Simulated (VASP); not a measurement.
# Si: single point with LDA

The system is Si.

```xyz
1
Lattice="2.7778 0.0000 0.0000 -1.3889 2.4056 0.0000 0.0000 0.0000 2.4664" Properties=species:S:1:pos:R:3 pbc="T T T"
Si    0.0000    0.0000    0.0000
```

The cell isn't the ideal one: strain +0.0600 x Voigt [1, 1, 0, 0, 0, 0], atoms carried along.

```json
{
 "Program": "VASP 6.6.1",
 "Task": "single point",
 "Functional": "LDA",
 "Potentials or basis": "VASP PAW LDA potentials, release 64 (Si)",
 "Cutoff": "520 eV",
 "k mesh": "21 × 21 × 20",
 "Occupations": "gaussian, width 0.15 eV",
 "Spin": "no spin polarisation",
 "Dipole correction": "no",
 "Further INCAR settings": "ALGO = Normal; EDIFF = 1e-06; NBANDS = 8"
}
```

```json
{
 "Pressure": "-10.1 GPa",
 "Band gap on the k mesh": "none (metal or under the smearing width)"
}
```

Stress tensor (GPa, compression positive):
```
-12.58   0.00   0.00
  0.00 -12.58   0.00
  0.00   0.00  -5.16
```

Levels at points of the mesh, in eV from the Fermi level:
```
           k point  band 1  band 2  band 3  band 4  band 5  band 6  band 7
(0.00, 0.00, 0.00)  -13.12    7.82    8.03    8.03    8.81   11.23   11.23
(0.00, 0.00, 0.50)   -8.09   -6.41   11.58   11.58   14.24   14.24   14.70
```

It took 24 s on 1 thread of Intel(R) Xeon(R) Platinum 8488C (Sapphire Rapids), on a shared host, peak memory 0.16 GiB.
